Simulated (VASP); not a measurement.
# TlIn (R-3m) in VASP: single point with LDA

Aim: the single point of TlIn with LDA.

All numbers are computed with VASP 6.6.1; they aren't measurements. Logs are shortened: lines on timing, memory, paths and dates and some standing lists are left out, and cuts for length are marked.

### Step 1. The crystal as given

Symmetry: R-3m, No. 166, trigonal system. The conventional cell has a = 3.413 Å, b = 3.413 Å, c = 16.726 Å, α = 90.00°, β = 90.00°, γ = 120.00°. Around Tl (site symmetry -3m) lie 6 Tl at 3.41 Å and 6 In at 3.41 Å. Around In (site symmetry -3m) lie 6 In at 3.41 Å and 6 Tl at 3.41 Å.

The cell comes from a database or a generator and needn't be the stable form of this composition.

### Step 2. Single point, LDA

File INCAR:

```
  ALGO = Normal
  EDIFF = 1E-7
  ENCUT = 520
  ISIF = 2
  ISMEAR = 0
  LASPH = T
  LCHARG = F
  LREAL = F
  LWAVE = F
  NBANDS = 20
  NELM = 100
  PREC = Accurate
  SIGMA = 0.1
```

File KPOINTS:

```
k-points
0
Gamma
  6 6 6
```

File POSCAR:

```
TlIn
1.0
    1.7063952716      0.9851877694      5.5754259406
   -1.7063952716      0.9851877694      5.5754259406
    0.0000000000     -1.9703755388      5.5754259406
Tl In
1 1
Direct
    0.5000000000      0.5000000000      0.5000000000
    0.0000000000      0.0000000000      0.0000000000
```

Potentials or basis: VASP PAW LDA potentials, release 64 (Tl_d, In_d).

Run with:

```sh
$ cat potpaw_LDA.64/Tl_d/POTCAR potpaw_LDA.64/In_d/POTCAR > POTCAR
$ mpirun -np 1 vasp_std > vasp.out
```

OUTCAR:

```text
EDIFF = 1E-7
   ENCUT = 520
   ISIF = 2
   ISMEAR = 0
   LASPH = T
   LREAL = F
   NELM = 100
   PREC = Accurate

 ion  position               nearest neighbor table
   1  0.500  0.500  0.500-   2 3.41   2 3.41   2 3.41   2 3.41   2 3.41   2 3.41
   2  0.000  0.000  0.000-   1 3.41   1 3.41   1 3.41   1 3.41   1 3.41   1 3.41

  LATTYP: Found a trigonal (rhomboedric) cell.
 ALAT       =     5.9133538862
 COS(alpha) =     0.8334588600

  Lattice vectors:

 A1 = (   1.7063952716,   0.9851877694,   5.5754259406)
 A2 = (  -1.7063952716,   0.9851877694,   5.5754259406)
 A3 = (   0.0000000000,  -1.9703755388,   5.5754259406)

Analysis of symmetry for initial positions (statically):
=====================================================================
 Subroutine PRICEL returns:
 Original cell was already a primitive cell.

 Routine SETGRP: Setting up the symmetry group for a
 trigonal (rhombohedral) supercell.

 Subroutine GETGRP returns: Found 12 space group operations
 (whereof 12 operations were pure point group operations)
 out of a pool of 12 trial point group operations.

The static configuration has the point symmetry D_3d.

Analysis of symmetry for dynamics (positions and initial velocities):
=====================================================================
 Subroutine PRICEL returns:
 Original cell was already a primitive cell.

 Routine SETGRP: Setting up the symmetry group for a
 trigonal (rhombohedral) supercell.

 Subroutine GETGRP returns: Found 12 space group operations
 (whereof 12 operations were pure point group operations)
 out of a pool of 12 trial point group operations.

The dynamic configuration has the point symmetry D_3d.

 Subroutine INISYM returns: Found 12 space group operations
 (whereof 12 operations are pure point group operations),
 and found     1 'primitive' translations

----------------------------------------------------------------------------------------

                                     Primitive cell

  volume of cell :      56.2378

  direct lattice vectors                    reciprocal lattice vectors
     1.706395272  0.985187769  5.575425941     0.293015345  0.169172489  0.059786165
    -1.706395272  0.985187769  5.575425941    -0.293015345  0.169172489  0.059786165
     0.000000000 -1.970375539  5.575425941     0.000000000 -0.338344977  0.059786165

  length of vectors
     5.913353886  5.913353886  5.913353886     0.343586538  0.343586538  0.343586538

  position of ions in fractional coordinates (direct lattice)
     0.500000000  0.500000000  0.500000000
     0.000000000  0.000000000  0.000000000

  ion indices of the primitive-cell ions
   primitive index   ion index
                 1           1
                 2           2

----------------------------------------------------------------------------------------

 KPOINTS: k-points

Automatic generation of k-mesh.
 Grid dimensions read from file:
 generate k-points for:    6    6    6

 Generating k-lattice:

  Cartesian coordinates                     Fractional coordinates (reciprocal lattice)
     0.048835891  0.028195415  0.009964361     0.166666667  0.000000000  0.000000000
    -0.048835891  0.028195415  0.009964361     0.000000000  0.166666667  0.000000000
     0.000000000 -0.056390830  0.009964361     0.000000000  0.000000000  0.166666667

  Length of vectors
     0.057264423  0.057264423  0.057264423

  Shift w.r.t. Gamma in fractional coordinates (k-lattice)
     0.000000000  0.000000000  0.000000000

 Subroutine IBZKPT returns following result:
 ===========================================

 Found     32 irreducible k-points:

 Following reciprocal coordinates:
            Coordinates               Weight
  0.000000  0.000000  0.000000      1.000000
  0.166667  0.000000 -0.000000      6.000000
  0.333333  0.000000 -0.000000      6.000000
  0.500000  0.000000 -0.000000      3.000000
  0.166667  0.166667 -0.000000      6.000000
  0.333333  0.166667 -0.000000     12.000000
[... 16 lines left out ...]
  0.500000  0.500000  0.166667      6.000000
 -0.333333  0.500000  0.166667     12.000000
 [... further k-points ...]
   k-points           NKPTS =     32   k-points in BZ     NKDIM =     32   number of bands    NBANDS=     20
   number of dos      NEDOS =    301   number of ions     NIONS =      2
   total plane-waves  NPLWV = 110592
   dimension x,y,z NGX =    48 NGY =   48 NGZ =   48
   dimension x,y,z NGXF=    96 NGYF=   96 NGZF=   96
   ions per type =               1   1
   NGX,Y,Z   is equivalent  to a cutoff of  13.49, 13.49, 13.49 a.u.
   NGXF,Y,Z  is equivalent  to a cutoff of  26.99, 26.99, 26.99 a.u.
 SYSTEM =  unknown system
   PREC   = accura    normal or accurate (medium, high low for compatibility)
   ISTART =      0    job   : 0-new  1-cont  2-samecut
   ICHARG =      2    charge: 1-file 2-atom 10-const
   ISPIN  =      1    spin polarized calculation?
   LNONCOLLINEAR =      F non collinear calculations
   LSORBIT =      F    spin-orbit coupling
   LASPH  =      T    aspherical Exc in radial PAW
   ENCUT  =  520.0 eV  38.22 Ry    6.18 a.u.  10.99 10.99 10.99*2*pi/ulx,y,z
   NELM   =    100;   NELMIN=  2; NELMDL= -5     # of ELM steps
   EDIFF  = 0.1E-06   stopping-criterion for ELM
   LREAL  =      F    real-space projection
   EDIFFG = 0.1E-05   stopping-criterion for IOM
   NSW    =      0    number of steps for IOM
   IBRION =     -1    ionic relax: 0-MD 1-quasi-New 2-CG
   NFREE  =      0    steps in history (QN), initial steepest desc. (CG)
   ISIF   =      2    stress and relaxation
   ISYM   =      2    0-nonsym 1-usesym 2-fastsym
   POTIM  = 0.5000    time-step for ionic-motion
   TEBEG  =    0.0;   TEEND  =   0.0 temperature during run
   PSTRESS=    0.0 pullay stress
   NELECT =      26.0000    total number of electrons
   NUPDOWN=      -1.0000    fix difference up-down
   EMIN   =  10.00;   EMAX   =-10.00  energy-range for DOS
   EFERMI =   0.00;   METHOD = LEGACY
   ISMEAR =     0;   SIGMA  =   0.10  broadening in eV -4-tet -1-fermi 0-gaus
   EFERMI_NEDOS =   21; number of points for ismear=-14 and -15
   IALGO  =     38    algorithm
   IMIX   =      4    mixing-type and parameters
     AMIX     =   0.40;   BMIX     =  1.00
     AMIX_MAG =   1.60;   BMIX_MAG =  1.00
  volume/ion in A,a.u.               =      28.12       189.76
  Fermi-wavevector in a.u.,A,eV,Ry     =   1.265872  2.392152 21.802427  1.602433
  Thomas-Fermi vector in A             =   2.399103
   LORBIT       =      0    0 simple, 1 ext, 2 COOP (PROOUT), +10 PAW based schemes
   GGA     = CA    functional components
   LHFCALC =     F    Hartree Fock is set to
   AEXX    =    0.0000 exact exchange contribution
   IVDW    =     0    specifies the selected vdW correction
   LEPSILON=     F    determine dielectric tensor
   LRPA    =     F    only Hartree local field effects (RPA)
 non-spin polarized calculation
 Gauss-broadening in eV      SIGMA  =   0.10
  energy-cutoff  :      520.00
  volume of cell :       56.24
 maximum number of plane-waves:      1536
 NGX is ok and might be reduce to    48
   NGX = 21   NGY = 21   NGZ = 21

 number of electron      25.9999998 magnetization

 Free energy of the ion-electron system (eV)
  ---------------------------------------------------
  ext. energy  EPLUGINS =         0.00000000
  ---------------------------------------------------
  free energy    TOTEN  =        -6.08112346 eV

  energy without entropy =       -6.07131328  energy(sigma->0) =       -6.07621837

 E-fermi :   6.3528     XC(G=0): -10.3899

 val. band max:        6.2897025464   @ k =   0.5000   0.5000   0.1667
 cond. band min:       6.3631093369   @ k =   0.3333   0.0000  -0.0000
 fundamental gap:      0.0734067904
 Fermi energy:         6.3528456299

 k-point     1 :       0.0000    0.0000    0.0000
  band No.  band energies     occupation
      1      -8.0763      2.00000
      2      -8.0039      2.00000
      3      -8.0039      2.00000
      4      -7.8763      2.00000
      5      -7.8763      2.00000
      6      -5.2376      2.00000
[... 12 lines left out ...]
     19      17.0775      0.00000
     20      17.6930      0.00000

 k-point     2 :       0.1667    0.0000   -0.0000
  band No.  band energies     occupation
      1      -8.0544      2.00000
      2      -7.9989      2.00000
      3      -7.9434      2.00000
      4      -7.9140      2.00000
      5      -7.8832      2.00000
      6      -5.1820      2.00000
[... 12 lines left out ...]
     19      15.8607      0.00000
     20      17.4433      0.00000

 k-point     3 :       0.3333    0.0000   -0.0000
  band No.  band energies     occupation
      1      -8.0928      2.00000
      2      -7.9875      2.00000
      3      -7.9111      2.00000
      4      -7.8981      2.00000
      5      -7.8183      2.00000
      6      -5.2782      2.00000
[... 12 lines left out ...]
     19      14.9169      0.00000
     20      16.0454      0.00000

 k-point     4 :       0.5000    0.0000   -0.0000
  band No.  band energies     occupation
      1      -8.1176      2.00000
      2      -8.0231      2.00000
      3      -7.9051      2.00000
      4      -7.8640      2.00000
      5      -7.7546      2.00000
      6      -5.3399      2.00000
[... 12 lines left out ...]
     19      14.5525      0.00000
     20      15.4564      0.00000

 k-point     5 :       0.1667    0.1667   -0.0000
  band No.  band energies     occupation
      1      -8.0537      2.00000
      2      -8.0000      2.00000
      3      -7.9434      2.00000
      4      -7.9136      2.00000
      5      -7.8847      2.00000
      6      -5.1804      2.00000
[... 12 lines left out ...]
     19      15.9071      0.00000
     20      17.4267      0.00000
[... 353 lines left out ...]
      6      -5.1805      2.00000
[... 12 lines left out ...]
     19      15.8087      0.00000
     20      16.4295      0.00000

 k-point    22 :      -0.1667    0.3333    0.1667
  band No.  band energies     occupation
      1      -8.0463      2.00000
      2      -8.0096      2.00000
      3      -7.9315      2.00000
      4      -7.9025      2.00000
      5      -7.8013      2.00000
      6      -5.1805      2.00000
[... 12 lines left out ...]
     19      16.3877      0.00000
     20      17.5007      0.00000

 k-point    23 :       0.5000    0.5000    0.1667
  band No.  band energies     occupation
      1      -8.0959      2.00000
      2      -8.0016      2.00000
      3      -7.9171      2.00000
      4      -7.9028      2.00000
      5      -7.8179      2.00000
      6      -5.2734      2.00000
[... 12 lines left out ...]
     19      15.0895      0.00000
     20      15.6873      0.00000

 k-point    24 :      -0.3333    0.5000    0.1667
  band No.  band energies     occupation
      1      -8.0508      2.00000
      2      -8.0165      2.00000
      3      -7.9315      2.00000
      4      -7.9047      2.00000
      5      -7.8003      2.00000
      6      -5.1776      2.00000
[... 12 lines left out ...]
     19      14.4982      0.00000
     20      15.6378      0.00000

 [... further k-points ...]

------------------------ aborting loop because EDIFF is reached ----------------------------------------

  FORCE on cell =-STRESS in cart. coord.  units (eV):
  Direction    XX          YY          ZZ          XY          YZ          ZX
  --------------------------------------------------------------------------------------
  -------------------------------------------------------------------------------------
  Total       -1.1098940     -1.1098940     -1.1082232      0.0000000     -0.0000000      0.0000000
  in kB      -31.6201646    -31.6201646    -31.5725661      0.0000000     -0.0000000      0.0000000
  external PRESSURE =     -31.6042984 kB  Pullay stress =       0.0000000 kB

 VOLUME and BASIS-vectors are now :
 -----------------------------------------------------------------------------
  energy-cutoff  :      520.00
  volume of cell :       56.24
      direct lattice vectors                 reciprocal lattice vectors
     1.706395272  0.985187769  5.575425941     0.293015345  0.169172489  0.059786165
    -1.706395272  0.985187769  5.575425941    -0.293015345  0.169172489  0.059786165
     0.000000000 -1.970375539  5.575425941     0.000000000 -0.338344977  0.059786165

 POSITION                                       TOTAL-FORCE (eV/Angst)
 -----------------------------------------------------------------------------------
      0.00000      0.00000      8.36314        -0.000000     -0.000000     -0.000000
      0.00000      0.00000      0.00000         0.000000      0.000000      0.000000
 -----------------------------------------------------------------------------------
    total drift:                                0.000000      0.000000     -0.000000

  FREE ENERGIE OF THE ION-ELECTRON SYSTEM (eV)
  ---------------------------------------------------
  free  energy   TOTEN  =        -6.0811234571 eV

  energy  without entropy=       -6.0713132816  energy(sigma->0) =       -6.07621837
```

Run time: 54 s. Hardware: 1 thread of Intel Xeon Platinum 8259CL at 2.50GHz (Skylake/Cascade Lake), shared host; peak memory 0.26 GiB.

Results:

```yaml
Free_energy: -6.0811 eV
Pressure: -3.2 GPa
Band_gap_on_the_k_mesh: none (metal or under the smearing width)
```

Levels at points of the mesh, in eV from the Fermi level:
| k point | band 9 | band 10 | band 11 | band 12 | band 13 | band 14 | band 15 | band 16 | band 17 | band 18 |
| --- | --- | --- | --- | --- | --- | --- | --- | --- | --- | --- |
| (0.00, 0.00, 0.00) | -11.12 | -11.12 | -9.61 | -4.68 | -2.94 | 8.09 | 8.09 | 10.14 | 10.23 | 10.23 |
| (0.50, 0.00, 0.00) | -11.15 | -10.92 | -5.15 | -4.24 | -0.66 | -0.43 | 3.15 | 3.15 | 5.49 | 5.64 |
| (0.50, 0.50, 0.00) | -11.11 | -10.92 | -4.97 | -2.93 | -2.61 | -1.85 | 4.02 | 4.02 | 7.39 | 8.13 |
| (0.50, 0.50, 0.50) | -11.13 | -11.13 | -8.66 | -7.69 | 3.00 | 3.16 | 8.83 | 8.83 | 9.16 | 9.16 |
